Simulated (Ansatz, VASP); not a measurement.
# CoSi2 in two plane-wave programs, part 2 of 2

Wanted: the spread between two codes on one cell, functional and k mesh. The cell is taken from a series of runs on this material, whose earlier steps may have relaxed, scaled, displaced or heated it; both programs get it as it stands.

VASP 6.6.1 and Ansatz 0.2.0.

So far: The starting structure; VASP: zone-centre phonons, PBE.

**3. Ansatz: zone-centre phonons, PBE**

Level of this step: Ansatz beside VASP: Kohn-Sham DFT, plane waves, PBE (Ansatz).

Ansatz runs on its default PAW (the set named soft_2) files.

The same cell, functional, mesh and smearing now go to Ansatz, which takes its cutoff from its data sets.

File input.yaml:

```yaml
crystal:
  lattice:
    - [0.0, 2.6798236004, 2.6798236004]
    - [2.6798236004, 0.0, 2.6798236004]
    - [2.6798236004, 2.6798236004, 0.0]
  atoms:
    - { symbol: Co, position: [0.0, 0.0, 0.0] }
    - { symbol: Si, position: [0.25, 0.25, 0.25] }
    - { symbol: Si, position: [0.75, 0.75, 0.75] }
kpoints:
  mp_grid: { grid: [12, 12, 12] }
hamiltonian:
  xc: pbe
scf:
  occupations: { method: fermi_dirac, width: 0.1 }
output:
  eigenvalues: true
phonons:
  method: dfpt
  qpoints:
    - [0, 0, 0]
    - [0.083333333, 0.0, 0.083333333]
    - [0.166666667, 0.0, 0.166666667]
    - [0.25, 0.0, 0.25]
    - [0.333333333, 0.0, 0.333333333]
    - [0.416666667, 0.0, 0.416666667]
    - [0.5, 0.0, 0.5]
```

Started as:

```bash
$ ansatz run input.yaml --threads 4 --pin off --max-ram 8192MiB --backend cpu --events-out ev --progress --plain --runs-dir out
```

Numbers of over 12 decimals in the logs are rounded to 6 here.

Log:

```text
The run solves and reports these wavevectors of phonons.qpoints, in the list's order, at another value: [0.083333333, 0.0, 0.083333333] as [0.083333, 0.0, 0.083333], [0.166666667, 0.0, 0.166666667] as [0.166667, 0.0, 0.166667], [0.333333333, 0.0, 0.333333333] as [0.333333, 0.0, 0.333333], [0.416666667, 0.0, 0.416666667] as [0.416667, 0.0, 0.416667].
Engine: ansatz 0.2.0, aarch64-unknown-linux-gnu
Pseudopotentials: kind: paw
Pseudopotential: Co, paw, valence charge 17, recommended cutoff 420 eV (normal), Co.paw.azcp
Pseudopotential: Si, paw, valence charge 4, recommended cutoff 420 eV (normal), Si.paw.azcp
Functional definition: PBE
  parameter kappa = 0.804
  parameter beta = 0.066725
  exchange = pbe_x(kappa = kappa, mu = beta*pi^2/3)
  correlation = pbe_c(beta = beta)
Crystal: 3 atoms, lattice volume = 38.490 Å³
Basis set: ecut = 420 eV, 749 PW (Γ), exchange–correlation on 54×54×54 points (8 copies of the dense FFT grid, shifted against one another)
Bands: 17, of which v1, the nominal top of the filled ones, is band 13 counted from 1 (12 counted from 0)
Symmetry: 48 space group operations
k-points: 72 of 1728
Non-local potential: Co, projectors of the file, l = 0: 3, l = 1: 2, l = 2: 3, l = 3: 1
Non-local potential: Si, projectors of the file, l = 0: 2, l = 1: 2, l = 2: 2
PAW form: soft (Blöchl's): semilocal exchange-correlation on the pseudo side does not see the compensation charge
PAW one-centre angular grid: Co, 590 points (default); XC on 64 Gauss nodes
PAW one-centre angular grid: Si, 110 points (default); XC on 64 Gauss nodes
Initial density: superposition of atomic densities (neutral atoms: chi_scale 0, normalization atom), corrected by the library's trained network
Initial wavefunctions: pseudopotential atomic-orbital guess
Functional: x = pbe(κ = 0.804, μ = 0.219515), c = pbe(β = 0.066725)
SCF iter   1: F=—  HF=-6399.193767 eV  |F-HF|=—  |Δ(HF+E_count)|=         —  Δρ=6.65e-3  dr2=1.70e-2  ethr=1.77e-3  ⟨swp⟩=5.1  Hψ=6279  notcnv=0
preconditioner: auto → Kerker (q_TF=auto, 2.539 Å⁻¹)  [metal: Δε(μ)=0.065 eV  Ē_g=8.159 eV  σ=0.100 eV  W_gap=0.16  n_scr=14 (ndim 8)  ℏωp=24.7 eV  f_vac=0.002  D(μ)=1.03/eV (n_scr^D=8)]
SCF iter   2: F=—  HF=-6399.192895 eV  |F-HF|=—  |Δ(HF+E_count)|=   8.72e-4  Δρ=3.36e-3  dr2=5.38e-3  ethr=6.79e-5  ⟨swp⟩=1.0  Hψ=1800  notcnv=0
SCF iter   3: F=—  HF=-6399.192673 eV  |F-HF|=—  |Δ(HF+E_count)|=   2.23e-4  Δρ=8.44e-4  dr2=2.10e-4  ethr=2.15e-5  ⟨swp⟩=1.4  Hψ=1412  notcnv=0
SCF iter   4: F=—  HF=-6399.192742 eV  |F-HF|=—  |Δ(HF+E_count)|=   6.93e-5  Δρ=3.44e-4  dr2=4.22e-5  ethr=8.41e-7  ⟨swp⟩=2.6  Hψ=2104  notcnv=0
SCF iter   5: F=—  HF=-6399.192754 eV  |F-HF|=—  |Δ(HF+E_count)|=   1.24e-5  Δρ=1.00e-4  dr2=4.78e-6  ethr=1.69e-7  ⟨swp⟩=2.4  Hψ=1625  notcnv=0
SCF iter   6: F=—  HF=-6399.192758 eV  |F-HF|=—  |Δ(HF+E_count)|=   3.54e-6  Δρ=1.02e-4  dr2=2.49e-6  ethr=1.91e-8  ⟨swp⟩=2.2  Hψ=1896  notcnv=0
SCF iter   7: F=—  HF=-6399.192754 eV  |F-HF|=—  |Δ(HF+E_count)|=   4.05e-6  Δρ=3.42e-5  dr2=3.33e-7  ethr=9.95e-9  ⟨swp⟩=2.4  Hψ=1644  notcnv=0
SCF iter   8: F=—  HF=-6399.192754 eV  |F-HF|=—  |Δ(HF+E_count)|=   2.38e-8  Δρ=1.08e-5  dr2=2.99e-8  ethr=1.33e-9  ⟨swp⟩=1.0  Hψ=1224  notcnv=0
SCF iter   9: F=—  HF=-6399.192754 eV  |F-HF|=—  |Δ(HF+E_count)|=   2.62e-9  Δρ=8.45e-7  dr2=1.70e-10  ethr=1.20e-10  ⟨swp⟩=1.2  Hψ=1241  notcnv=0
SCF iter  10: F=—  HF=-6399.192754 eV  |F-HF|=—  |Δ(HF+E_count)|=  8.00e-11  Δρ=2.83e-7  dr2=1.85e-11  ethr=1.00e-12  ⟨swp⟩=2.2  Hψ=1794  notcnv=0
SCF iter  11: F=-6399.192754 eV  HF=-6399.192754 eV  |F-HF|=2.73e-12  |Δ(HF+E_count)|=  2.73e-12  Δρ=2.81e-8  dr2=1.20e-13  ethr=1.00e-12  ⟨swp⟩=5.1  Hψ=4727  notcnv=0
SCF 1 converged in 11 iterations: F = -6399.192754 eV  dr2 = 1.20e-13
  greatest PAW one-centre occupation: 1.000 electrons in one spin orbital (limit 2), on the Co atom at site 0 (counted from 0), in its partial waves of l = 0
NSCF: frozen V_eff on 72 k-points
NSCF: frozen V_eff on 163 k-points
DFPT response loops at q = (0, 0, 0) (fractional): preconditioner auto → Kerker (q_TF=auto, 2.539 Å⁻¹) (partly filled bands, converged f_vac=0.000); β = 1.00, the filter's whole step (`scf.mixing.beta` (0.50) is not read by the response loops under this deck's `scf.mixing.preconditioner`; to damp them name `kerker` or `kerker_dos`, under which they read `scf.mixing.beta`, and type it under 1.00, their step now; both keys bind the ground state too); Broyden in place of MSR1
NSCF: frozen V_eff on 1020 k-points
DFPT response loops at q = (0.083333, 0, 0.083333) (fractional): mixed as the last ones told, above
NSCF: frozen V_eff on 1020 k-points
DFPT response loops at q = (0.166667, 0, 0.166667) (fractional): mixed as the last ones told, above
NSCF: frozen V_eff on 1020 k-points
DFPT response loops at q = (0.25, 0, 0.25) (fractional): mixed as the last ones told, above
NSCF: frozen V_eff on 1020 k-points
DFPT response loops at q = (0.333333, 0, 0.333333) (fractional): mixed as the last ones told, above
NSCF: frozen V_eff on 1020 k-points
DFPT response loops at q = (0.416667, 0, 0.416667) (fractional): mixed as the last ones told, above
NSCF: frozen V_eff on 560 k-points
DFPT response loops at q = (0.5, 0, 0.5) (fractional): mixed as the last ones told, above
SCF converged after 11 iterations
Free energy (F): -6399.192754 eV
Harris-Foulkes:  -6399.192754 eV  (|F-HF|=2.73e-12)
Internal energy: -6399.157966 eV  (E = F + TS)
E sigma→0 (E₀):  -6399.175360 eV
Entropy (-TS):   -0.034788 eV (-11.596 meV/atom)
Fermi energy:    12.846659 eV
--- Per-component energies (eV) ---
  E_band       = -284.885192
  E_kinetic    = 547.364329
  E_local      = -4098.362197  (includes V_loc(G=0)·N_el)
  E_nonlocal   = 501.190973
  E_hartree    = 1782.997428
  E_xc         = -274.042022
  E_vxc        = -305.178831  (∫ρ·V_xc dr)
  E_paw        = -2541.397909  (= ΣΔE_a)
  E_vpaw       = -495.894498  (= ΣTr[D̂ρ^β])
  E_aug_tail   = 0.000158  (compensation charges beyond the density's cutoff)
  E_ewald      = -2316.908724
  E_smearing   = -0.034788  (= −TS)
  E_closure    = -0.000000  (closes the sum)
  Σ components = -6399.192754   (vs F -6399.192754, Δ=0.00e0)
--- Band table (eV; the first three rows and the last of 72) ---
  k-point 0: bands = [... 9 lower, 10.9505, 13.5876, 16.2745, 16.2745, 16.2745, 16.2768, 16.2768, 16.2768]
  k-point 1: bands = [... 9 lower, 10.9186, 13.6763, 14.8556, 15.5261, 15.5261, 17.0451, 17.0451, 17.7939]
  k-point 2: bands = [... 9 lower, 10.8484, 13.0235, 14.6243, 14.7925, 14.7925, 17.1779, 17.1779, 17.8714]
  k-point 71: bands = [... 9 lower, 10.5581, 10.9065, 11.4052, 12.1774, 16.4796, 16.4796, 18.6777, 19.4535]
--- Phonons (Γ-DFPT): 2 representative perturbations + reference (Σ response iterations 6) ---
  ASR residual: 2.215e-4 → 0.000e0 eV/Å²; symmetrization residual: 1.997e-6 eV/Å²
  ASR residual per site (eV/Å²): 2.22e-4 4.68e-7 4.68e-7
  Γ frequencies (cm⁻¹): 0.00 0.00 0.00 325.93 325.93 325.93 330.41 330.41 330.41
  non-analytic LO–TO correction: not included (Born effective charges unavailable; polar crystals: no LO–TO splitting at Γ)
--- Phonons (arbitrary-q DFPT): 7 explicit q-points ---
  q = [0, 0, 0] (of the zone-centre solve; hermiticity 3.46e-7, symmetrization 9.24e-13): -0.00 0.00 0.00 325.93 325.93 325.93 330.41 330.41 330.41
  q = [0.083333, 0, 0.083333] (4 solved perturbations in 1608 linear systems a pass and spin channel, the states on 510 of 1728 k-point pairs; hermiticity 3.15e-7, symmetrization 2.06e-11): 43.40 43.40 71.12 314.34 314.34 327.65 334.66 341.18 341.18
  q = [0.166667, 0, 0.166667] (4 solved perturbations in 1608 linear systems a pass and spin channel, the states on 510 of 1728 k-point pairs; hermiticity 2.70e-7, symmetrization 1.26e-10): 83.00 83.00 136.24 300.38 300.38 317.50 346.02 352.04 352.04
  q = [0.25, 0, 0.25] (4 solved perturbations in 1608 linear systems a pass and spin channel, the states on 510 of 1728 k-point pairs; hermiticity 2.59e-7, symmetrization 4.86e-13): 118.12 118.12 195.92 289.18 289.18 304.28 361.53 361.53 361.99
  q = [0.333333, 0, 0.333333] (4 solved perturbations in 1608 linear systems a pass and spin channel, the states on 510 of 1728 k-point pairs; hermiticity 1.87e-7, symmetrization 3.04e-11): 147.65 147.65 242.88 279.16 279.16 282.96 368.97 368.97 371.72
  q = [0.416667, 0, 0.416667] (4 solved perturbations in 1608 linear systems a pass and spin channel, the states on 510 of 1728 k-point pairs; hermiticity 8.54e-8, symmetrization 1.25e-11): 170.37 170.37 264.13 271.61 271.61 272.68 368.74 372.99 372.99
  q = [0.5, 0, 0.5] (4 solved perturbations in 886 linear systems a pass and spin channel, the states on 280 of 1728 k-point pairs; hermiticity 6.31e-8, symmetrization 7.63e-13): 180.25 180.25 257.90 268.55 268.55 283.04 370.46 374.43 374.43
  sum rule: each row above includes the acoustic sum rule's correction from the zone centre's row sums; it moved no ω² by more than (1.01 cm⁻¹)²
```

In the SCF lines HF is the Harris–Foulkes energy and dr2 the Hartree energy of the density residual, in eV; the loop may stop once dr2 is under the threshold and the program's other checks hold. Hψ counts applications of the Hamiltonian.

**4. Comparison**

Known differences besides the potentials themselves: the data sets hold 25 valence electrons in Ansatz (on its default PAW (the set named soft_2) files) and 17 in VASP; the cutoff is 420 eV in Ansatz and 600 eV in VASP. Total energies have different zeros and are not compared.

Both answers:

| quantity | Ansatz | VASP | difference |
| --- | --- | --- | --- |
| optical mode 1 to 3 (cm⁻¹) | 325.9 | 325.1 | +0.25 % |
| optical mode 4 to 6 (cm⁻¹) | 330.4 | 331.5 | -0.33 % |

Modes are paired by rising frequency, not by their patterns, so a pair may set unlike modes beside each other; they are those without the splitting of longitudinal modes.

**5. What came out**

- r.m.s. difference of the optical zone-centre modes, each program's sorted by frequency (zone-centre phonons, PBE): 0.97 cm⁻¹

In words: The r.m.s. difference of the optical zone-centre modes, each program's sorted by frequency is 0.97 cm⁻¹ (zone-centre phonons, PBE). The data sets hold unlike numbers of valence electrons (25 in Ansatz and 17 in VASP), so part of the differences comes from the potentials. How closely two codes agree says nothing of how well the functional describes the real material.

[Lines on the potential files, build, host, timing and source positions are cut from VASP's logs without a mark.]

[Logs are printed without paths, hosts, clocks, repeated set-up lines and the standing remarks that a program may print on its own settings, such as how far it seeks lower states.]

[Hosts, paths, dates, database ids (printed as entryN), source tags and the programs' standing remarks are cut or masked in the printed files.]
